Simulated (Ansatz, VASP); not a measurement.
# Ti in two plane-wave programs

One calculation is typed for both programs; each brings its own data sets. How far apart do they land? The structure shown is frame 250 of Ansatz's trajectory.

Calculated with Ansatz 0.2.0; plane waves, with VASP 6.6.1 beside it; single point at PBE.

**1. Set-up**

The cell holds 48 atoms: 48 Ti. Cell: a = 9.755 Å, b = 9.755 Å, c = 9.755 Å, α = 90.0°, β = 90.0°, γ = 90.0°. As first built, before any earlier steps moved the atoms (in the runner's words): 48 atoms (48 Ti) placed at random at 4.11 g/cm^3 and pushed apart to contact distance.

**2. Ansatz: dynamics, PBE**

Ansatz runs on its default PAW (the set named soft_2) files.

One frame of this run of dynamics is then solved in both programs, so the motion causes no difference.

Input file input.yaml:

```yaml
crystal:
  lattice:
    - [9.755, 0.0, 0.0]
    - [0.0, 9.755, 0.0]
    - [0.0, 0.0, 9.755]
  atoms:
    - { symbol: Ti, position: [0.1709, 0.20143, 0.91371] }
    - { symbol: Ti, position: [0.60182, 0.08923, 0.2833] }
    - { symbol: Ti, position: [0.43601, 0.06026, 0.87371] }
    - { symbol: Ti, position: [0.1218, 0.30096, 0.53389] }
    - { symbol: Ti, position: [0.4614, 0.57861, 0.74635] }
    - { symbol: Ti, position: [0.98067, 0.31892, 0.76297] }
    - { symbol: Ti, position: [0.63438, 0.19888, 0.00964] }
    - { symbol: Ti, position: [0.02307, 0.26891, 0.24206] }
    - { symbol: Ti, position: [0.95828, 0.7255, 0.49787] }
    - { symbol: Ti, position: [0.68516, 0.9806, 0.80816] }
    - { symbol: Ti, position: [0.25874, 0.10553, 0.67562] }
    - { symbol: Ti, position: [0.9937, 0.08431, 0.63068] }
    - { symbol: Ti, position: [0.37248, 0.83316, 0.74292] }
    - { symbol: Ti, position: [0.17223, 0.87433, 0.56708] }
    - { symbol: Ti, position: [0.63412, 0.8455, 0.39406] }
    - { symbol: Ti, position: [0.72002, 0.95373, 0.08234] }
    - { symbol: Ti, position: [0.84867, 0.50551, 0.38695] }
    - { symbol: Ti, position: [0.19136, 0.76361, 0.32195] }
    - { symbol: Ti, position: [0.86365, 0.24592, 0.45839] }
    - { symbol: Ti, position: [0.40125, 0.60252, 0.26736] }
    - { symbol: Ti, position: [0.13462, 0.75065, 0.84] }
    - { symbol: Ti, position: [0.43514, 0.87806, 0.215] }
    - { symbol: Ti, position: [0.89477, 0.14582, 0.95104] }
    - { symbol: Ti, position: [0.65726, 0.50198, 0.91512] }
    - { symbol: Ti, position: [0.84047, 0.74062, 0.96924] }
    - { symbol: Ti, position: [0.33296, 0.12679, 0.19477] }
    - { symbol: Ti, position: [0.17649, 0.92209, 0.10384] }
    - { symbol: Ti, position: [0.21293, 0.4933, 0.85884] }
    - { symbol: Ti, position: [0.99147, 0.64749, 0.17232] }
    - { symbol: Ti, position: [0.5864, 0.72011, 0.05725] }
    - { symbol: Ti, position: [0.75608, 0.42625, 0.62757] }
    - { symbol: Ti, position: [0.59228, 0.60677, 0.51227] }
    - { symbol: Ti, position: [0.60066, 0.30708, 0.44221] }
    - { symbol: Ti, position: [0.14091, 0.55964, 0.60759] }
    - { symbol: Ti, position: [0.89459, 0.43373, 0.02344] }
    - { symbol: Ti, position: [0.60996, 0.23124, 0.74304] }
    - { symbol: Ti, position: [0.41864, 0.32681, 0.91061] }
    - { symbol: Ti, position: [0.33976, 0.32852, 0.37753] }
    - { symbol: Ti, position: [0.42362, 0.99538, 0.49287] }
    - { symbol: Ti, position: [0.92516, 0.58276, 0.76769] }
    - { symbol: Ti, position: [0.90817, 0.84951, 0.73202] }
    - { symbol: Ti, position: [0.87859, 0.86636, 0.28218] }
    - { symbol: Ti, position: [0.49839, 0.37315, 0.16408] }
    - { symbol: Ti, position: [0.38512, 0.3415, 0.64303] }
    - { symbol: Ti, position: [0.68039, 0.06644, 0.54156] }
    - { symbol: Ti, position: [0.31841, 0.7044, 0.03183] }
    - { symbol: Ti, position: [0.12949, 0.49441, 0.34619] }
    - { symbol: Ti, position: [0.75532, 0.31444, 0.22115] }
kpoints:
  mp_grid: { grid: [1, 1, 1] }
hamiltonian:
  xc: pbe
scf:
  occupations: { method: fermi_dirac, width: 0.172 }
output:
  forces: true
  stress: true
md:
  timestep: 4.0
  n_steps: 750
  ensemble: nvt_nose_hoover
  temperature: 3000
  initial_velocities: maxwell_boltzmann
  seed: 6
  temperature_schedule:
    - { n_steps: 93, end_temperature: 3000 }
    - { n_steps: 93, end_temperature: 2000 }
```

Run with:

```sh
> ansatz run input.yaml --threads 4 --pin off --max-ram 15360MiB --backend cpu --events-out ev --progress --plain --runs-dir out
```

Numbers of over 12 decimals in the logs are rounded to 6 here.

The program printed:

```text
Warning: md: disabling space-group detection — thermal motion breaks the input geometry's symmetry, so no spatial operation reduces the k-mesh or symmetrises the density; time reversal is kept, so that k and −k are solved as one point where they differ and the mesh holds both, and exact exchange and, on two spinor components, a DFT+U term hold to it where the run has them: on two components no moment then forms, and  [...]
Warning: output.stress: scf.convergence.dr2_threshold = 4.8e-8 eV (the default of an md: trajectory) is looser than the 4.8e-9 eV advised for a printed stress (1e-10 eV for each atom of the cell: 48). What an SCF threshold leaves in a stress goes as its square root, and in the free energy as the threshold itself, and one threshold admits the most on a small cell: [figures from the program's tests cut] Set scf.converg [...]
band count auto-derived: 358 (N_el = 576.0; filled up to band 288; 346 by the electrons, moments and atoms)
Engine: ansatz 0.2.0, aarch64-unknown-linux-gnu
Pseudopotentials: kind: paw
Pseudopotential: Ti, paw, valence charge 12, recommended cutoff 420 eV (normal), Ti.paw.azcp
Functional definition: PBE
  parameter kappa = 0.804
  parameter beta = 0.066725
  exchange = pbe_x(kappa = kappa, mu = beta*pi^2/3)
  correlation = pbe_c(beta = beta)
Crystal: 48 atoms, lattice volume = 928.286 Å³
Basis set: ecut = 420 eV, 18037 PW (Γ), exchange–correlation on 144×144×144 points (8 copies of the dense FFT grid, shifted against one another)
Bands: 358, of which v1, the nominal top of the filled ones, is band 288 counted from 1 (287 counted from 0)
Symmetry: 1 space group operations
k-points: 1
Non-local potential: Ti, projectors of the file, l = 0: 3, l = 1: 2, l = 2: 3, l = 3: 1
PAW form: soft (Blöchl's): semilocal exchange-correlation on the pseudo side does not see the compensation charge
PAW one-centre angular grid: Ti, 590 points (default); XC on 64 Gauss nodes
Initial density: superposition of atomic densities (neutral atoms: chi_scale 0, normalization atom), corrected by the library's trained network
Initial wavefunctions: pseudopotential atomic-orbital guess
Functional: x = pbe(κ = 0.804, μ = 0.219515), c = pbe(β = 0.066725)
SCF iter   1: F=—  HF=-119957.198157 eV  |F-HF|=—  |Δ(HF+E_count)|=         —  Δρ=8.81e-3  dr2=2.08e0  ethr=1.77e-3  ⟨swp⟩=7.0  Hψ=1488  notcnv=0
preconditioner: auto → Kerker (q_TF=auto, 2.520 Å⁻¹)  [metal: Δε(μ)=0.020 eV  Ē_g=2.348 eV  σ=0.172 eV  W_gap=0.03  n_scr=250 (ndim 8)  ℏωp=16.9 eV  f_vac=0.000  D(μ)=80.86/eV (n_scr^D=948)]
SCF iter   2: F=—  HF=-119957.119487 eV  |F-HF|=—  |Δ(HF+E_count)|=   7.87e-2  Δρ=4.03e-3  dr2=3.90e-1  ethr=3.60e-4  ⟨swp⟩=1.0  Hψ=412  notcnv=0
SCF iter   3: F=—  HF=-119957.105661 eV  |F-HF|=—  |Δ(HF+E_count)|=   1.38e-2  Δρ=9.03e-4  dr2=9.57e-3  ethr=6.78e-5  ⟨swp⟩=1.0  Hψ=358  notcnv=0
SCF iter   4: F=—  HF=-119957.105564 eV  |F-HF|=—  |Δ(HF+E_count)|=   9.67e-5  Δρ=2.39e-4  dr2=1.06e-3  ethr=1.66e-6  ⟨swp⟩=2.0  Hψ=518  notcnv=0
SCF iter   5: F=—  HF=-119957.105472 eV  |F-HF|=—  |Δ(HF+E_count)|=   9.26e-5  Δρ=9.44e-5  dr2=1.85e-4  ethr=1.84e-7  ⟨swp⟩=2.0  Hψ=501  notcnv=0
SCF iter   6: F=—  HF=-119957.105455 eV  |F-HF|=—  |Δ(HF+E_count)|=   1.68e-5  Δρ=3.91e-5  dr2=3.13e-5  ethr=3.22e-8  ⟨swp⟩=2.0  Hψ=443  notcnv=0
SCF iter   7: F=—  HF=-119957.106672 eV  |F-HF|=—  |Δ(HF+E_count)|=   1.22e-3  Δρ=1.44e-5  dr2=4.44e-6  ethr=5.43e-9  ⟨swp⟩=2.0  Hψ=455  notcnv=0
SCF iter   8: F=—  HF=-119957.106672 eV  |F-HF|=—  |Δ(HF+E_count)|=   1.52e-7  Δρ=5.51e-6  dr2=4.96e-7  ethr=7.71e-10  ⟨swp⟩=2.0  Hψ=513  notcnv=0
SCF iter   9: F=—  HF=-119957.106672 eV  |F-HF|=—  |Δ(HF+E_count)|=   1.08e-8  Δρ=2.05e-6  dr2=7.86e-8  ethr=8.61e-11  ⟨swp⟩=2.0  Hψ=517  notcnv=0
SCF iter  10: F=-119957.106672 eV  HF=-119957.106672 eV  |F-HF|=3.78e-9  |Δ(HF+E_count)|=  3.06e-10  Δρ=6.98e-7  dr2=7.90e-9  ethr=8.33e-12  ⟨swp⟩=3.0  Hψ=961  notcnv=0
SCF 1 converged in 10 iterations: F = -119957.106672 eV  dr2 = 7.90e-9
[...]
md step   714: t =  2856.00 fs  T =  1778.3 K (target 2000.0 K)  F+E_penalty+E_count = -119965.14880904 eV  E_kin = 10.803536 eV  conserved = -119938.86658178 eV  P_inst = -1.4075 GPa  (5 SCF iters)
md step   716: t =  2864.00 fs  T =  1738.1 K (target 2000.0 K)  F+E_penalty+E_count = -119964.52872967 eV  E_kin = 10.559476 eV  conserved = -119938.86161311 eV  P_inst = -1.3365 GPa  (6 SCF iters)
md step   718: t =  2872.00 fs  T =  1786.8 K (target 2000.0 K)  F+E_penalty+E_count = -119964.44020384 eV  E_kin = 10.855241 eV  conserved = -119938.86193436 eV  P_inst = -1.3620 GPa  (6 SCF iters)
md step   720: t =  2880.00 fs  T =  1917.4 K (target 2000.0 K)  F+E_penalty+E_count = -119964.84006735 eV  E_kin = 11.648369 eV  conserved = -119938.86618924 eV  P_inst = -1.4858 GPa  (9 SCF iters)
md step   722: t =  2888.00 fs  T =  2085.3 K (target 2000.0 K)  F+E_penalty+E_count = -119965.46879361 eV  E_kin = 12.668855 eV  conserved = -119938.86920521 eV  P_inst = -1.6626 GPa  (5 SCF iters)
md step   724: t =  2896.00 fs  T =  2245.3 K (target 2000.0 K)  F+E_penalty+E_count = -119966.07972764 eV  E_kin = 13.640736 eV  conserved = -119938.87153392 eV  P_inst = -1.8469 GPa  (6 SCF iters)
md step   726: t =  2904.00 fs  T =  2358.2 K (target 2000.0 K)  F+E_penalty+E_count = -119966.46318273 eV  E_kin = 14.326338 eV  conserved = -119938.87222465 eV  P_inst = -2.0070 GPa  (6 SCF iters)
md step   728: t =  2912.00 fs  T =  2405.1 K (target 2000.0 K)  F+E_penalty+E_count = -119966.51833096 eV  E_kin = 14.611218 eV  conserved = -119938.86838123 eV  P_inst = -2.0678 GPa  (6 SCF iters)
md step   730: t =  2920.00 fs  T =  2405.5 K (target 2000.0 K)  F+E_penalty+E_count = -119966.36945172 eV  E_kin = 14.614155 eV  conserved = -119938.86674242 eV  P_inst = -1.9977 GPa  (9 SCF iters)
md step   732: t =  2928.00 fs  T =  2372.4 K (target 2000.0 K)  F+E_penalty+E_count = -119966.08452737 eV  E_kin = 14.413111 eV  conserved = -119938.86983810 eV  P_inst = -1.8632 GPa  (6 SCF iters)
md step   734: t =  2936.00 fs  T =  2290.0 K (target 2000.0 K)  F+E_penalty+E_count = -119965.54553888 eV  E_kin = 13.912379 eV  conserved = -119938.87096294 eV  P_inst = -1.7348 GPa  (6 SCF iters)
md step   736: t =  2944.00 fs  T =  2154.0 K (target 2000.0 K)  F+E_penalty+E_count = -119964.70945899 eV  E_kin = 13.086315 eV  conserved = -119938.86982656 eV  P_inst = -1.6187 GPa  (7 SCF iters)
md step   738: t =  2952.00 fs  T =  1987.4 K (target 2000.0 K)  F+E_penalty+E_count = -119963.69607533 eV  E_kin = 12.073840 eV  conserved = -119938.86477751 eV  P_inst = -1.4288 GPa  (6 SCF iters)
md step   740: t =  2960.00 fs  T =  1865.1 K (target 2000.0 K)  F+E_penalty+E_count = -119962.94317099 eV  E_kin = 11.331114 eV  conserved = -119938.85190663 eV  P_inst = -1.2072 GPa  (10 SCF iters)
md step   742: t =  2968.00 fs  T =  1883.8 K (target 2000.0 K)  F+E_penalty+E_count = -119963.06276641 eV  E_kin = 11.444562 eV  conserved = -119938.86409115 eV  P_inst = -1.1877 GPa  (7 SCF iters)
md step   744: t =  2976.00 fs  T =  1955.5 K (target 2000.0 K)  F+E_penalty+E_count = -119963.49456479 eV  E_kin = 11.880203 eV  conserved = -119938.87388418 eV  P_inst = -1.2092 GPa  (7 SCF iters)
md step   746: t =  2984.00 fs  T =  1975.7 K (target 2000.0 K)  F+E_penalty+E_count = -119963.59816218 eV  E_kin = 12.003102 eV  conserved = -119938.87123528 eV  P_inst = -1.1669 GPa  (7 SCF iters)
md step   748: t =  2992.00 fs  T =  1956.2 K (target 2000.0 K)  F+E_penalty+E_count = -119963.45511540 eV  E_kin = 11.884085 eV  conserved = -119938.86500154 eV  P_inst = -1.1763 GPa  (7 SCF iters)
[...]
md step   750: t =  3000.00 fs  T =  1961.9 K (target 2000.0 K)  F+E_penalty+E_count = -119963.46128640 eV  E_kin = 11.919045 eV  conserved = -119938.85623742 eV  P_inst = -1.2604 GPa  (10 SCF iters)
SCF converged after 10 iterations
Free energy (F): -119963.461286 eV
Harris-Foulkes:  -119963.461286 eV  (|F-HF|=5.01e-9)
Internal energy: -119955.555179 eV  (E = F + TS)
E sigma→0 (E₀):  -119959.508233 eV
Entropy (-TS):   -7.906108 eV (-164.711 meV/atom)
Fermi energy:    11.520502 eV
--- Per-component energies (eV) ---
  E_band       = -8501.179158
  E_kinetic    = 13083.631007
  E_local      = -45652.831452  (includes V_loc(G=0)·N_el)
  E_nonlocal   = 450.215545
  E_hartree    = 18847.583000
  E_xc         = -4653.745223
  E_vxc        = -5820.135105  (∫ρ·V_xc dr)
  E_paw        = -50318.178108  (= ΣΔE_a)
  E_vpaw       = -8257.230205  (= ΣTr[D̂ρ^β])
  E_aug_tail   = 0.005894  (compensation charges beyond the density's cutoff)
  E_ewald      = -51712.235841
  E_smearing   = -7.906108  (= −TS)
  E_closure    = 0.000000  (closes the sum)
  Σ components = -119963.461286   (vs F -119963.461286, Δ=0.00e0)
--- Forces (eV/Å), atoms counted from 1 ---
  atom   1  Ti    -0.43946393    -0.29575935    -0.43724536
  atom   2  Ti    -0.14987309     0.30649033     0.22367847
  atom   3  Ti    -0.89886216     2.79014461     1.25794062
  atom   4  Ti     0.62737885     0.55535522    -0.18522197
  atom   5  Ti     1.09526382     1.36698161    -0.78554736
  atom   6  Ti    -0.98479455    -2.13156633    -0.54956378
  atom   7  Ti    -0.03516847    -0.64289937     1.25819869
  atom   8  Ti    -1.11888386    -0.01023510    -0.94146495
  atom   9  Ti    -0.33593608    -0.37767882     0.61765435
  atom  10  Ti    -0.44013939    -0.77107310    -0.11633018
  atom  11  Ti    -0.34014511     1.02056123     0.70187989
  atom  12  Ti     0.62607390     2.93027805    -2.49497437
  atom  13  Ti     1.08212282     0.98706228    -0.20101780
  atom  14  Ti    -0.33040407     0.20863449     0.35117386
  atom  15  Ti     0.68344611     0.30862571    -0.36742799
  atom  16  Ti    -0.97792215     1.11215206     1.40628734
  atom  17  Ti    -0.09735979    -1.42754112    -1.72736960
  atom  18  Ti     1.02670818     0.12790781    -0.56786262
  atom  19  Ti    -0.45718487    -0.67605295     0.96520511
  atom  20  Ti     0.82443051    -1.56775965     0.66685420
  atom  21  Ti     0.89869242    -3.54465294     3.69203716
  atom  22  Ti    -1.33361903    -0.79896093    -0.92332009
  atom  23  Ti    -0.34903431    -1.30267831    -1.33223416
  atom  24  Ti     0.29918733    -0.24565032    -1.78295344
[...]
atom  41  Ti    -0.64038932    -0.50900968    -0.04969624
  atom  42  Ti    -0.20848491     0.02215365     1.05545190
  atom  43  Ti    -0.55725840     1.79172150    -1.72566154
  atom  44  Ti     1.01205474     1.50716105    -0.81181790
  atom  45  Ti     0.46317768     0.83199862     1.00830992
  atom  46  Ti    -0.56003133     0.66520138    -0.25988524
  atom  47  Ti    -1.46844526    -1.56823271    -1.42000427
  atom  48  Ti     0.76196539     0.11355910    -0.03970622
  max |Σ_I F_I| component: 1.42e-5 eV/Å
--- Stress (GPa, compression-positive) ---
       -4.196396      -0.320762       0.001958
       -0.320762      -1.441463       0.644260
        0.001958       0.644260      -2.345263
  P = ⅓ Tr σ = -2.6610 GPa (-26.610 kbar)
--- MD trajectory: 750 steps, t = 0.0 → 3000.0 fs ---
  final state: T = 1961.9 K   F+E_penalty+E_count = -119963.46128640 eV   E_kin = 11.919045 eV
  conserved energy: peak-to-peak 8.208e-2 eV (1.710e-3 eV/atom) over 3000.0 fs
```

The column dr2 measures how far the density is from self-consistency, as an energy; F and HF (Harris–Foulkes) agree once it is small.

(Part 1 of 2 ends here.)

[Lines on the potential files, build, host, timing and source positions are cut from VASP's logs without a mark.]

[Logs are printed without paths, hosts, clocks, repeated set-up lines and the standing remarks that a program may print on its own settings, such as how far it seeks lower states.]

[Hosts, paths, dates, database ids (printed as entryN), source tags and the programs' standing remarks are cut or masked in the printed files.]
